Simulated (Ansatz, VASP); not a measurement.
# Si57O97 (amorphous SiO1.7): VASP beside Ansatz

One calculation is typed for both programs; each brings its own data sets. How far apart do they land? Of the first pair: The structure shown is the start of the Ansatz relaxation below; VASP solves that cell, so the two are compared at the walk's first step.

Calculated with Ansatz 0.2.0; plane waves, with VASP 6.6.1 beside it; single point at PBE.

### 1. The structure

The cell holds 154 atoms: 57 Si and 97 O. Its edges and angles: a = 13.265 Å, b = 13.256 Å, c = 12.967 Å, α = 89.1°, β = 90.3°, γ = 89.2°. As first built, before any earlier steps moved the atoms (in the runner's words): 154 atoms (57 Si, 97 O) placed at random at 2.22 g/cm^3, melted at 5000 K for 10 ps at fixed volume with the Tersoff Si-O potential (Munetoh et al., Comput. Mater. Sci. 39, 334 (2007)). Quenched from 5000 K to 100 K at 30 K/ps and fixed volume, held 5 ps.

### 2. Ansatz: relaxation, PBE

Ansatz runs on its PAW soft_1 files.

The two programs are compared at the cell with which this relaxation starts, whose forces are those of its first step.

Contents of input.yaml:

```yaml
crystal:
  lattice:
    - [13.26423, 0.08666, -0.03561]
    - [0.08753, 13.25498, 0.10092]
    - [-0.03597, 0.10092, 12.96616]
  atoms:
    - { symbol: Si, position: [0.1822, 0.22914, 0.9151] }
    - { symbol: Si, position: [0.88878, 0.22939, 0.75231] }
    - { symbol: Si, position: [0.75203, 0.01368, 0.1485] }
    - { symbol: Si, position: [0.93575, 0.59332, 0.52899] }
    - { symbol: Si, position: [0.54348, 0.16863, 0.62175] }
    - { symbol: Si, position: [0.02973, 0.16712, 0.09259] }
    - { symbol: Si, position: [0.21237, 0.53366, 0.16993] }
    - { symbol: Si, position: [0.31897, 0.08794, 0.07487] }
    - { symbol: Si, position: [0.74736, 0.90557, 0.35756] }
    - { symbol: Si, position: [0.32864, 0.41946, 0.86575] }
    - { symbol: Si, position: [0.74151, 0.07176, 0.52556] }
    - { symbol: Si, position: [0.0799, 0.60838, 0.34808] }
    - { symbol: Si, position: [0.48067, 0.37459, 0.28404] }
    - { symbol: Si, position: [0.56439, 0.40607, 0.82404] }
    - { symbol: Si, position: [0.64912, 0.32835, 0.128] }
    - { symbol: Si, position: [0.3643, 0.9063, 0.83876] }
    - { symbol: Si, position: [0.50046, 0.96884, 0.29458] }
    - { symbol: Si, position: [0.04804, 0.35483, 0.86909] }
    - { symbol: Si, position: [0.73749, 0.07806, 0.83737] }
    - { symbol: Si, position: [0.92933, 0.14755, 0.41811] }
    - { symbol: Si, position: [0.01873, 0.63724, 0.12626] }
    - { symbol: Si, position: [0.57838, 0.59918, 0.71871] }
    - { symbol: Si, position: [0.93999, 0.38068, 0.57362] }
    - { symbol: Si, position: [0.279, 0.9122, 0.07007] }
    - { symbol: Si, position: [0.08815, 0.13035, 0.70868] }
    - { symbol: Si, position: [0.52472, 0.06057, 0.86546] }
    - { symbol: Si, position: [0.39444, 0.40016, 0.6432] }
    - { symbol: Si, position: [0.22729, 0.53475, 0.49015] }
    - { symbol: Si, position: [0.84841, 0.21674, 0.21169] }
    - { symbol: Si, position: [0.40997, 0.6703, 0.561] }
[... 118 atom lines left out ...]
    - { symbol: O, position: [0.42398, 0.87624, 0.33258] }
    - { symbol: O, position: [0.38441, 0.68106, 0.30417] }
    - { symbol: O, position: [0.15917, 0.15021, 0.80982] }
    - { symbol: O, position: [0.86553, 0.85814, 0.38026] }
    - { symbol: O, position: [0.05668, 0.3395, 0.55193] }
    - { symbol: O, position: [0.77124, 0.803, 0.59397] }
kpoints:
  mp_grid: { grid: [1, 1, 1] }
hamiltonian:
  xc: pbe
  pseudopotentials: { kind: paw, azcp: { folder: soft_1 } }
scf:
  occupations: { method: gaussian, width: 0.025 }
output:
  forces: true
  eigenvalues: true
  stress: true
relax:
  f_tol: 0.05
  max_steps: 70
```

Run with:

```sh
> ansatz run input.yaml --threads 4 --pin off --max-ram 15872MiB --backend cpu --events-out ev --progress --plain --runs-dir out
```

Numbers of over 12 decimals in the logs are rounded to 6 here.

Output:

```text
Warning: output.stress: scf.convergence.dr2_threshold = 1e-7 eV (the SCF's general default) is looser than the 1.08e-8 eV advised for a printed stress (1e-10 eV for each atom of the cell: 154, of which 108 are counted). What an SCF threshold leaves in a stress goes as its square root, and in the free energy as the threshold itself, and one threshold admits the most on a small cell: [figures from the program's tests c [...]
Engine: ansatz 0.2.0, aarch64-unknown-linux-gnu
Pseudopotentials: kind: paw
Pseudopotential: Si, paw, valence charge 4, recommended cutoff 420 eV (normal), soft_1/Si.paw.azcp
Pseudopotential: O, paw, valence charge 6, recommended cutoff 420 eV (normal), soft_1/O.paw.azcp
Functional definition: PBE
  parameter kappa = 0.804
  parameter beta = 0.066725
  exchange = pbe_x(kappa = kappa, mu = beta*pi^2/3)
  correlation = pbe_c(beta = beta)
Crystal: 154 atoms, lattice volume = 2279.422 Å³
Basis set: ecut = 420 eV, 44531 PW (Γ), exchange–correlation on 180×180×180 points (8 copies of the dense FFT grid, shifted against one another)
Bands: 559, of which v1, the nominal top of the filled ones, is band 405 counted from 1 (404 counted from 0)
Symmetry: 1 space group operations
Space group: P1 (ITA 1), of the structure as read, at distance tolerance 1.3e-4 Å
k-points: 1
Non-local potential: Si, projectors of the file, l = 0: 2, l = 1: 2, l = 2: 1
Non-local potential: O, projectors of the file, l = 0: 2, l = 1: 2, l = 2: 1
PAW form: soft (Blöchl's): semilocal exchange-correlation on the pseudo side does not see the compensation charge
PAW one-centre angular grid: Si, 110 points (default); XC on 64 Gauss nodes
PAW one-centre angular grid: O, 110 points (default); XC on 64 Gauss nodes
Initial density: superposition of atomic densities (chi_scale 0.1, normalization cell, long waves kept (reshape's long-wave potential 0.72 eV rms))
Initial wavefunctions: pseudopotential atomic-orbital guess
Functional: x = pbe(κ = 0.804, μ = 0.219515), c = pbe(β = 0.066725)
SCF iter   1: F=—  HF=-91479.429411 eV  |F-HF|=—  |Δ(HF+E_count)|=         —  Δρ=1.09e-1  dr2=2.62e2  ethr=3.10e-3  ⟨swp⟩=6.0  Hψ=2513  notcnv=0  defer=102
preconditioner: auto → Resta (q_TF=auto, 2.296 Å⁻¹)  ε∞=2.9  [insulator: Δε(μ)=1.736 eV  Ē_g=16.191 eV  σ=0.025 eV  W_gap=1.00  n_scr=460 (ndim 8)  ℏωp=22.1 eV  f_vac=0.112  D(μ)=0.00/eV (n_scr^D=0)  ε∞_Penn≈2.9]
SCF iter   2: F=—  HF=-91411.821823 eV  |F-HF|=—  |Δ(HF+E_count)|=    6.76e1  Δρ=4.07e-2  dr2=2.32e1  ethr=3.10e-3  ⟨swp⟩=4.0  Hψ=1374  notcnv=0  defer=145
SCF iter   3: F=—  HF=-91408.383986 eV  |F-HF|=—  |Δ(HF+E_count)|=    3.44e0  Δρ=1.93e-2  dr2=6.90e0  ethr=2.87e-3  ⟨swp⟩=2.0  Hψ=650  notcnv=0  defer=147
SCF iter   4: F=—  HF=-91408.006394 eV  |F-HF|=—  |Δ(HF+E_count)|=   3.78e-1  Δρ=7.82e-3  dr2=1.17e0  ethr=8.52e-4  ⟨swp⟩=4.0  Hψ=980  notcnv=0  defer=145
SCF iter   5: F=—  HF=-91407.818585 eV  |F-HF|=—  |Δ(HF+E_count)|=   1.88e-1  Δρ=1.93e-3  dr2=1.00e-1  ethr=1.44e-4  ⟨swp⟩=3.0  Hψ=1010  notcnv=0  defer=145
SCF iter   6: F=—  HF=-91407.863680 eV  |F-HF|=—  |Δ(HF+E_count)|=   4.51e-2  Δρ=1.14e-3  dr2=3.14e-2  ethr=1.24e-5  ⟨swp⟩=3.0  Hψ=750  notcnv=0  defer=145
SCF iter   7: F=—  HF=-91407.865111 eV  |F-HF|=—  |Δ(HF+E_count)|=   1.43e-3  Δρ=2.86e-4  dr2=3.03e-3  ethr=3.87e-6  ⟨swp⟩=2.0  Hψ=895  notcnv=0  defer=145
SCF iter   8: F=—  HF=-91407.866957 eV  |F-HF|=—  |Δ(HF+E_count)|=   1.85e-3  Δρ=1.52e-4  dr2=5.35e-4  ethr=3.74e-7  ⟨swp⟩=2.0  Hψ=749  notcnv=0  defer=145
SCF iter   9: F=—  HF=-91407.867026 eV  |F-HF|=—  |Δ(HF+E_count)|=   6.83e-5  Δρ=7.16e-5  dr2=1.11e-4  ethr=6.60e-8  ⟨swp⟩=2.0  Hψ=779  notcnv=0  defer=145
SCF iter  10: F=-91407.867023 eV  HF=-91407.867024 eV  |F-HF|=6.62e-7  |Δ(HF+E_count)|=   2.17e-6  Δρ=1.99e-5  dr2=1.10e-5  ethr=7.72e-9  ⟨swp⟩=16.0  Hψ=4221  notcnv=0
SCF 1 converged in 10 iterations: F = -91407.867023 eV  dr2 = 1.10e-5
  greatest PAW one-centre occupation: 0.869 electrons in one spin orbital (limit 2), on the O atom at site 126 (counted from 0), in its partial waves of l = 0
[...]
- { symbol: Si, position: [0.826282, 0.892784, 0.658605] }
    - { symbol: Si, position: [0.252821, 0.357314, 0.313181] }
    - { symbol: Si, position: [0.200523, 0.928326, 0.409081] }
    - { symbol: Si, position: [0.344392, 0.799541, 0.278170] }
    - { symbol: Si, position: [0.969163, 0.920051, 0.353878] }
    - { symbol: Si, position: [0.901393, 0.479251, 0.999205] }
    - { symbol: Si, position: [0.157700, 0.511060, 0.724714] }
    - { symbol: Si, position: [0.106229, 0.225876, 0.557854] }
    - { symbol: Si, position: [0.479353, 0.599472, 0.330051] }
    - { symbol: Si, position: [0.623056, 0.201787, 0.916283] }
    - { symbol: O, position: [0.972121, 0.763391, 0.780199] }
    - { symbol: O, position: [0.984500, 0.565284, 0.417840] }
    - { symbol: O, position: [0.491009, 0.739867, 0.492610] }
    - { symbol: O, position: [0.076680, 0.429297, 0.763560] }
    - { symbol: O, position: [0.265534, 0.143332, 0.975890] }
    - { symbol: O, position: [0.604817, 0.293661, 0.825912] }
    - { symbol: O, position: [0.870614, 0.386243, 0.468701] }
    - { symbol: O, position: [0.403947, 0.678878, 0.956353] }
    - { symbol: O, position: [0.030065, 0.752533, 0.085369] }
    - { symbol: O, position: [0.935909, 0.242504, 0.128441] }
    - { symbol: O, position: [0.260815, 0.496885, 0.793668] }
    - { symbol: O, position: [0.945408, 0.037293, 0.363674] }
    - { symbol: O, position: [0.673311, 0.447793, 0.106066] }
    - { symbol: O, position: [0.315439, 0.580871, 0.121545] }
    - { symbol: O, position: [0.840389, 0.142902, 0.505567] }
    - { symbol: O, position: [0.940004, 0.295705, 0.844939] }
    - { symbol: O, position: [0.552232, 0.651485, 0.824488] }
    - { symbol: O, position: [0.448026, 0.819074, 0.823709] }
    - { symbol: O, position: [0.630916, 0.264567, 0.025581] }
    - { symbol: O, position: [0.026141, 0.883990, 0.251241] }
    - { symbol: O, position: [0.737916, 0.923632, 0.234480] }
    - { symbol: O, position: [0.124095, 0.818281, 0.640367] }
    - { symbol: O, position: [0.367247, 0.476220, 0.966202] }
    - { symbol: O, position: [0.185853, 0.498987, 0.602958] }
[...]
- { symbol: O, position: [0.733003, 0.00816742, 0.419078] }
    - { symbol: O, position: [0.818061, 0.623918, 0.511005] }
    - { symbol: O, position: [0.422363, 0.877545, 0.332395] }
    - { symbol: O, position: [0.384788, 0.682178, 0.304423] }
    - { symbol: O, position: [0.158324, 0.150326, 0.809355] }
    - { symbol: O, position: [0.866046, 0.858491, 0.379269] }
    - { symbol: O, position: [0.055766, 0.339636, 0.550820] }
    - { symbol: O, position: [0.773213, 0.801308, 0.594390] }
```

### 3. VASP: single point, PBE, start cell, pair 1

The same cell, functional, mesh and smearing now go to VASP, with its own data sets.

Lines of VASP's logs that name or quote its potential files are left out, and so is its time.

Contents of INCAR:

```
SYSTEM = Si57O97
PREC = Accurate
ENCUT = 520
EDIFF = 1E-06
NELM = 120
ISMEAR = 0
SIGMA = 0.025
LREAL = Auto
ALGO = Normal
GGA = PE
NBANDS = 512
LORBIT = 11
LWAVE = .FALSE.
LCHARG = .FALSE.
ISIF = 2
LASPH = .TRUE.
GGA_COMPAT = .FALSE.
EFERMI = MIDGAP
```

Contents of POSCAR:

```
Si57O97
1.0
   13.2642300000      0.0866600000     -0.0356100000
    0.0875300000     13.2549800000      0.1009200000
   -0.0359700000      0.1009200000     12.9661600000
Si O
57 97
Direct
    0.1822012681      0.2291409199      0.9151023345
    0.8887799890      0.2293896321      0.7523121305
    0.7520334095      0.0136810447      0.1485018863
    0.9357493461      0.5933183213      0.5289881005
    0.5434770391      0.1686275704      0.6217519545
    0.0297267369      0.1671205872      0.0925866069
    0.2123682313      0.5336595829      0.1699273731
    0.3189703418      0.0879369181      0.0748705816
    0.7473631544      0.9055727145      0.3575633189
    0.3286376703      0.4194611106      0.8657513691
    0.7415072711      0.0717618371      0.5255575181
    0.0798967606      0.6083787390      0.3480789641
    0.4806708789      0.3745897546      0.2840403860
    0.5643899049      0.4060683597      0.8240386904
    0.6491190214      0.3283467428      0.1280007631
    0.3642987067      0.9062995280      0.8387609692
    0.5004582322      0.9688435197      0.2945780115
    0.0480392193      0.3548272450      0.8690932019
    0.7374862807      0.0780598670      0.8373708241
    0.9293283100      0.1475497194      0.4181116586
    0.0187318743      0.6372423160      0.1262637934
    0.5783830385      0.5991819658      0.7187113822
    0.9399876140      0.3806834034      0.5736204389
    0.2789966651      0.9121968041      0.0700728797
    0.0881530298      0.1303465164      0.7086820276
    0.5247216491      0.0605723704      0.8654584221
    0.3944375226      0.4001594936      0.6432021373
    0.2272897622      0.5347527810      0.4901471629
    0.8484128472      0.2167421255      0.2116924646
    0.4099678330      0.6703032208      0.5610027914
[... 118 atom lines left out ...]
    0.4239797736      0.8762438027      0.3325786042
    0.3844119284      0.6810564570      0.3041730698
    0.1591710103      0.1502136988      0.8098163615
    0.8655281949      0.8581391628      0.3802604668
    0.0566815011      0.3395015963      0.5519333347
    0.7712380393      0.8029978877      0.5939711711
```

Contents of KPOINTS:

```
Automatic mesh
0
Gamma
1 1 1
0 0 0
```

Potentials, in the order of the species: Si and O (PBE family, release 64).

Run with:

```sh
> export OMP_NUM_THREADS=3
> mpirun -np 1 vasp_gam
```

Output:

```text
[banner, memory and clock lines left out]
running    1 mpi-ranks, on    1 nodes
[...]
Offloading initialized ...    1 GPUs detected
[...]
LDA part: xc-table for (Slater+PW92), standard interpolation
 POSCAR, INCAR and KPOINTS ok, starting setup
[...]
entering main loop
       N       E                     dE             d eps       ncg     rms          rms(c)
DAV:   1     0.740360176692E+04    0.74036E+04   -0.46767E+05  1040   0.153E+03
DAV:   2    -0.578927433890E+03   -0.79825E+04   -0.77088E+04  1264   0.367E+02
DAV:   3    -0.129281566520E+04   -0.71389E+03   -0.70826E+03  1200   0.117E+02
DAV:   4    -0.130958321868E+04   -0.16768E+02   -0.16677E+02  1216   0.191E+01
[...]
DAV:  17    -0.115651010851E+04    0.11290E-04   -0.14001E-04  1352   0.314E-02    0.159E-02
DAV:  18    -0.115651010768E+04    0.83003E-06   -0.60452E-05  1224   0.150E-02    0.121E-02
DAV:  19    -0.115651010696E+04    0.71781E-06   -0.65829E-06  1168   0.616E-03
   1 F= -.11565101E+04 E0= -.11565101E+04  d E =-.664215E-08
```

From OUTCAR (step 3):

```text
  Total      -41.7761783    -11.0835978    -12.5202506      0.2174230      0.7442724      1.2808575
  in kB      -29.3639600     -7.7905241     -8.8003296      0.1528240      0.5231399      0.9002989
  external PRESSURE =     -15.3182712 kB  Pullay stress =       0.0000000 kB

  FREE ENERGIE OF THE ION-ELECTRON SYSTEM (eV)
  ---------------------------------------------------
  free  energy   TOTEN  =     -1156.5101069623 eV

  energy  without entropy=    -1156.5101069557  energy(sigma->0) =    -1156.51010696

[... 3 further parts left out ...]
[key lines of the parts left out:]
E-fermi :   4.0952
```

The run ends at a pressure of -1.53 GPa, with forces up to 0.42 eV/Å.

### 4. Side by side

Known differences besides the potentials themselves: the cutoff is 420 eV in Ansatz and 520 eV in VASP (PREC = Accurate, projectors in real space). Total energies have different zeros and are not compared.

Forces on 9 of the 154 atoms, those with the largest forces and the largest differences (eV/Å; atoms numbered as in POSCAR):

```
atom          Ansatz x, y, z            VASP x, y, z
Si11   -0.023, 0.350, -0.020   -0.060, 0.386, -0.007
Si25    -0.321, 0.023, 0.189   -0.271, -0.002, 0.127
Si32   -0.398, -0.086, 0.081   -0.383, -0.102, 0.050
Si39   -0.034, -0.147, 0.086    0.016, -0.142, 0.025
Si42  -0.006, -0.064, -0.283  -0.009, -0.080, -0.203
Si44    0.327, -0.004, 0.177    0.339, -0.023, 0.247
Si45    0.072, -0.118, 0.347    0.092, -0.115, 0.315
Si49   0.346, -0.082, -0.050   0.322, -0.114, -0.014
O110  -0.308, -0.029, -0.214  -0.293, -0.021, -0.204
```

The forces differ by 20 meV/Å r.m.s., which is 17.1 % of the r.m.s. force of 0.120 eV/Å (both taken over all components).

(Part 1 of 2 ends here.)

[Lines on the potential files, build, host, timing and source positions are cut from VASP's logs without a mark.]

[Logs are printed without paths, hosts, clocks, repeated set-up lines and the standing remarks that a program may print on its own settings, such as how far it seeks lower states.]

[Hosts, paths, dates, database ids (printed as entryN), source tags and the programs' standing remarks are cut or masked in the printed files.]
